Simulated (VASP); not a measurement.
Given:

```
Rh
1.0
    0.00000     1.91528     1.91528
    1.91528     0.00000     1.91528
    1.91528     1.91528     0.00000
Rh
1
Direct
  0.00000   0.00000   0.00000
```

Level of theory: LDA (Ceperley-Alder, Perdew-Zunger), VASP's LDA PAW potentials (set 64) (plane waves; VASP). Run with 520 eV cut-off, 17×17×17 Γ-centred mesh, first-order Methfessel-Paxton smearing of 0.10 eV, potentials Rh_pv.

Problem. Give the stress tensor in GPa (positive for a compressed cell).

Solution. 
```
-15.90    0.00    0.00
  0.00  -15.90    0.00
  0.00    0.00  -15.90
```
The pressure is its mean diagonal, -15.90 GPa.

The compound is Rh in the fcc structure. This cell is one point of a volume scan, at 1.06 of the reference volume.
